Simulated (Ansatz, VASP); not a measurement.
# Cross-check of Cu (Cu(311)) between VASP and Ansatz, part 2 of 2

Aim: how closely do two programs agree when they are given the same cell, functional and k mesh? The cell is taken from a series of runs on this material, whose earlier steps may have relaxed, scaled, displaced or heated it; both programs get it as it stands.

VASP 6.6.1 and Ansatz 0.2.0.

So far: The structure; Ansatz: single point, LDA.

## 3. VASP: single point, LDA

Level of this step: LDA; plane waves and PAW (Cu) (VASP).

The same cell, functional (in two slightly different forms), mesh and smearing now go to VASP, with its own data sets.

Lines of VASP's logs that name or quote its potential files are left out, and so is its time.

Input file INCAR:

```
SYSTEM = Cu
PREC = Accurate
ENCUT = 520
EDIFF = 1E-06
NELM = 120
ISMEAR = -1
SIGMA = 0.05
LREAL = .FALSE.
ALGO = Normal
GGA = PW92
NBANDS = 61
LASPH = .TRUE.
LORBIT = 11
LWAVE = .FALSE.
LCHARG = .FALSE.
ISIF = 2
LDIPOL = .TRUE.
IDIPOL = 3
DIPOL = 0.5 0.5 0.494
LVHAR = .TRUE.
GGA_COMPAT = .FALSE.
NELMDL = -8
KPAR = 2
```

Input file POSCAR:

```
Cu
1.0
    2.5526554800      0.0000000000      0.0000000000
   -1.2763277400      4.2331002200      0.0000000000
    0.0000000000      0.0000000000     25.7076476314
Cu
9
Direct
    0.8181818200      0.6363636400      0.3306409097
    0.0909090900      0.1818181800      0.3729806823
    0.3636363650      0.7272727300      0.4153204549
    0.6379194196      0.2760753045      0.4543962592
    0.9142615573      0.8293127555      0.4943525851
    0.1913478103      0.3837521232      0.5349420676
    0.4654783071      0.9325069593      0.5733784198
    0.7494851419      0.5002058829      0.6164390737
    0.0248109349      0.0519306004      0.6489813615
```

Input file KPOINTS:

```
Automatic mesh
0
Gamma
24 14 1
0 0 0
```

PAW data sets: Cu (LDA family, release 64).

Launch:

```bash
$ mpirun -np 2 vasp_std
```

Numbers of over 12 decimals in the logs are rounded to 6 here.

The log of the run:

```text
[banner, memory and clock lines left out]
running    2 mpi-ranks, on    1 nodes
 distrk:  each k-point on    1 cores,    2 groups
 distr:  one band on    1 cores,    1 groups

 POSCAR found type information on POSCAR Cu
 POSCAR found :  1 types and       9 ions
|                                                                             |
|               ----> ADVICE to this user running VASP <----                  |
|                                                                             |
|     You enforced a specific xc type in the INCAR file but a different       |
|     [... a line on the potential file left out ...]
|     I HOPE YOU KNOW WHAT YOU ARE DOING!                                     |
|                                                                             |

 LDA part: xc-table for (Slater(with rela. corr.)+PW92), standard interpolation
|                                                                             |
|           W    W    AA    RRRRR   N    N  II  N    N   GGGG   !!!           |
|           W    W   A  A   R    R  NN   N  II  NN   N  G    G  !!!           |
|           W    W  A    A  R    R  N N  N  II  N N  N  G       !!!           |
|           W WW W  AAAAAA  RRRRR   N  N N  II  N  N N  G  GGG   !            |
|           WW  WW  A    A  R   R   N   NN  II  N   NN  G    G                |
|           W    W  A    A  R    R  N    N  II  N    N   GGGG   !!!           |
|                                                                             |
|     Your reciprocal lattice and k-lattice belong to different lattice       |
|     classes:                                                                |
|                                                                             |
|        The reciprocal lattice is base centered orthorhombic,                |
|        whereas your k-lattice is simple monoclinic.                         |
|                                                                             |
|     Results are often still useful ...                                      |
|                                                                             |

 POSCAR, INCAR and KPOINTS ok, starting setup
 FFT: planning ... GRIDC
 FFT: planning ... GRID_SOFT
 FFT: planning ... GRID
 WAVECAR not read
 entering main loop
       N       E                     dE             d eps       ncg     rms          rms(c)
DAV:   1     0.918775487411E+03    0.91878E+03   -0.42565E+04 20740   0.212E+03
DAV:   2     0.728113783089E+02   -0.84596E+03   -0.81825E+03 20740   0.439E+02
DAV:   3    -0.420976781245E+02   -0.11491E+03   -0.10664E+03 21586   0.217E+02
DAV:   4    -0.473113042183E+02   -0.52136E+01   -0.51483E+01 23229   0.640E+01
DAV:   5    -0.474436294297E+02   -0.13233E+00   -0.13217E+00 25656   0.858E+00
DAV:   6    -0.474488225193E+02   -0.51931E-02   -0.51923E-02 27436   0.136E+00
DAV:   7    -0.474490754046E+02   -0.25289E-03   -0.25288E-03 29618   0.252E-01
DAV:   8    -0.474490797956E+02   -0.43910E-05   -0.43909E-05 25782   0.301E-02    0.228E+01
DAV:   9    -0.427523720446E+02    0.46967E+01   -0.89149E+01 23015   0.135E+02    0.117E+01
DAV:  10    -0.393891513720E+02    0.33632E+01   -0.17707E+01 24428   0.855E+01    0.338E+00
DAV:  11    -0.394287764874E+02   -0.39625E-01   -0.40968E+00 25706   0.570E+01    0.177E+00
DAV:  12    -0.395863757000E+02   -0.15760E+00   -0.34987E+00 27509   0.560E+01    0.283E+00
DAV:  13    -0.393812820752E+02    0.20509E+00   -0.17508E+00 31238   0.333E+01    0.148E+00
DAV:  14    -0.393695956631E+02    0.11686E-01   -0.24686E-01 27895   0.985E+00    0.104E+00
[...]
DAV:  24    -0.393577336387E+02   -0.14510E-03   -0.58015E-05 23823   0.129E-01    0.601E-03
DAV:  25    -0.393577672828E+02   -0.33644E-04   -0.97335E-06 23891   0.653E-02    0.608E-03
DAV:  26    -0.393577984292E+02   -0.31146E-04   -0.45258E-06 19288   0.443E-02    0.768E-03
DAV:  27    -0.393578387759E+02   -0.40347E-04   -0.71345E-06 21020   0.484E-02    0.208E-03
DAV:  28    -0.393578450829E+02   -0.63070E-05   -0.13299E-06 14579   0.200E-02    0.139E-03
DAV:  29    -0.393578473071E+02   -0.22242E-05   -0.39989E-07 13982   0.118E-02    0.119E-03
DAV:  30    -0.393578512033E+02   -0.38962E-05   -0.56474E-07 13387   0.104E-02    0.553E-04
DAV:  31    -0.393578521941E+02   -0.99083E-06   -0.14871E-07 14445   0.635E-03
   1 F= -.39357852E+02 E0= -.39344853E+02  d E =-.259979E-01
```

OUTCAR, selected parts (step 3):

```text
ion  position               nearest neighbor table
   1  0.818  0.636  0.331-   2 2.55   3 2.55   3 2.55   2 2.55   2 2.55
   2  0.091  0.182  0.373-   4 2.48   4 2.48   1 2.55   3 2.55   3 2.55   3 2.55   1 2.55   1 2.55

  LATTYP: Found a base centered orthorhombic cell.
 ALAT       =     2.5526554800
 B/A-ratio  =     3.3166247879
 C/A-ratio  =    10.0709429192

 Subroutine GETGRP returns: Found  1 space group operations
 (whereof  1 operations were pure point group operations)

The static configuration has the point symmetry C_1 .

 Found    170 irreducible k-points:

   k-points           NKPTS =    170   k-points in BZ     NKDIM =    170   number of bands    NBANDS=     61

   dimension x,y,z NGX =    20 NGY =   36 NGZ =  192
   dimension x,y,z NGXF=    40 NGYF=   72 NGZF=  384

   ENCUT  =  520.0 eV  38.22 Ry    6.18 a.u.   4.75  8.22 47.80*2*pi/ulx,y,z

   NELECT =      99.0000    total number of electrons

 k-points in reciprocal lattice and weights: Automatic mesh
   0.00000000  0.00000000  0.00000000       0.003
   0.04166667 -0.00000000  0.00000000       0.006
   0.08333333 -0.00000000  0.00000000       0.006
   0.12500000 -0.00000000  0.00000000       0.006
   0.16666667 -0.00000000  0.00000000       0.006
   0.20833333 -0.00000000  0.00000000       0.006
   0.25000000 -0.00000000  0.00000000       0.006
   0.29166667 -0.00000000  0.00000000       0.006
   0.33333333 -0.00000000  0.00000000       0.006
[...]
0.45833333  0.50000000  0.00000000       0.006
   0.50000000  0.50000000  0.00000000       0.003

 dipolmoment           0.000000      0.000000      0.004195 electrons x Angstroem

 average (electrostatic) potential at core
       1 -71.5409       2 -71.9013       3 -72.1581       4 -72.1884       5 -72.2388
       6 -72.1867       7 -72.2698       8 -71.9844       9 -71.7334

 E-fermi :  -0.1054

 k-point     1 :       0.0000    0.0000    0.0000
  band No.  band energies     occupation
    ...
     47      -1.6686      2.00000
     48      -1.6291      2.00000
     49      -1.6077      2.00000
     50      -0.4781      1.99884
     51      -0.4068      1.99518
     52       1.0241      0.00000
     53       1.5137      0.00000
     54       2.3257      0.00000
     55       3.4249      0.00000
     56       3.8170      0.00000
    ...

 k-point     2 :       0.0417   -0.0000    0.0000
  band No.  band energies     occupation
    ...
     47      -1.6564      2.00000
     48      -1.6383      2.00000
     49      -1.6227      2.00000
     50      -0.3923      1.99358
     51      -0.3168      1.97122
     52       1.0620      0.00000
     53       1.5688      0.00000
     54       2.3621      0.00000
     55       3.4746      0.00000
     56       3.8604      0.00000
    ...

 k-point     3 :       0.0833   -0.0000    0.0000
  band No.  band energies     occupation
    ...
     47      -1.6862      2.00000
     48      -1.6682      2.00000
     49      -1.4856      2.00000
     50      -0.1993      1.73462
     51      -0.0709      0.66788
     52       1.1654      0.00000
     53       1.7307      0.00000
     54       2.4691      0.00000
     55       3.6188      0.00000
     56       3.9807      0.00000
    ...

  Total       -6.0973901     -5.7978951     -1.5655012     -0.0081030      0.0984752      0.0045349
  in kB      -35.1674982    -33.4401213     -9.0292338     -0.0467353      0.5679688      0.0261554
  external PRESSURE =     -25.8789511 kB  Pullay stress =       0.0000000 kB

  energy-cutoff  :      520.00
  volume of cell :      277.79
      direct lattice vectors                 reciprocal lattice vectors
     2.552655480  0.000000000  0.000000000     0.391748909  0.118116740  0.000000000
    -1.276327740  4.233100220  0.000000000     0.000000000  0.236233481  0.000000000
     0.000000000  0.000000000 25.707647631     0.000000000  0.000000000  0.038898931

 POSITION                                       TOTAL-FORCE (eV/Angst)
 -----------------------------------------------------------------------------------
      1.27633      2.69379      8.50000        -0.000197     -0.052693      0.966526
     -0.00000      0.76965      9.58846         0.000276      0.000329     -0.274055
     -0.00000      3.07862     10.67691         0.000679      0.050363     -0.744205
      1.27603      1.16865     11.68146        -0.001668      0.003121     -0.003358
      1.27532      3.51056     12.70864        -0.000154      0.000874      0.000035
     -0.00135      1.62446     13.75210         0.000975      0.001696      0.009414
     -0.00198      3.94740     14.74021        -0.000798      0.003051      0.000380
      1.27475      2.11742     15.84720        -0.002716      0.000815      0.013409
     -0.00295      0.21983     16.68378         0.003602     -0.007556      0.031856
 -----------------------------------------------------------------------------------
    total drift:                                0.002961      0.001433     -0.001481

  FREE ENERGIE OF THE ION-ELECTRON SYSTEM (eV)
  ---------------------------------------------------
  free  energy   TOTEN  =       -39.3578521941 eV

  energy  without entropy=      -39.3318542443  energy(sigma->0) =      -39.34485322

 vacuum level on the upper side and lower side of the slab         4.716         4.646

 total charge
# of ion       s       p       d       tot
------------------------------------------
    1        0.450   0.221   9.227   9.898
    2        0.453   0.336   9.190   9.979
    3        0.461   0.409   9.184  10.054
    4        0.469   0.420   9.187  10.076
    5        0.475   0.438   9.186  10.098
    6        0.468   0.416   9.190  10.074
    7        0.480   0.445   9.187  10.112
    8        0.468   0.360   9.193  10.021
    9        0.481   0.278   9.227   9.986
--------------------------------------------------
tot          4.204   3.323  82.773  90.299

[... 3 further parts left out ...]
```

This run has no spin polarisation. Its electron count is odd, so without a moment it is a metal by construction.

## 4. Comparison

Known differences besides the potentials themselves: the data sets hold 171 valence electrons in Ansatz (on its default PAW (the set named soft_2) files) and 99 in VASP; the cutoff is 420 eV in Ansatz and 520 eV in VASP; VASP's log shows a relativistic correction to its local exchange, Ansatz's none. Total energies have different zeros and are not compared.

The two programs side by side:

| quantity | Ansatz | VASP | difference |
| --- | --- | --- | --- |
| work function, lower of the two faces (eV) | 4.78 | 4.75 | +0.03 |
| work function, higher of the two faces (eV) | 4.85 | 4.82 | +0.03 |

With vacuum in the cell, a pressure given here is an average over mostly empty space and none of the material.

## 5. What came out

```
difference in work function, lower of the two faces (single point, LDA) : 0.027 eV
```

In words: The difference in work function, lower of the two faces is 0.027 eV (single point, LDA). The data sets hold unlike numbers of valence electrons (171 in Ansatz and 99 in VASP), so part of the differences comes from the potentials. Such differences can come from data sets, numerical settings and the points named under the comparisons, not from the functional's error against experiment.

[Lines on the potential files, build, host, timing and source positions are cut from VASP's logs without a mark.]

[Logs are printed without paths, hosts, clocks, repeated set-up lines and the standing remarks that a program may print on its own settings, such as how far it seeks lower states.]

[Hosts, paths, dates, database ids (printed as entryN), source tags and the programs' standing remarks are cut or masked in the printed files.]
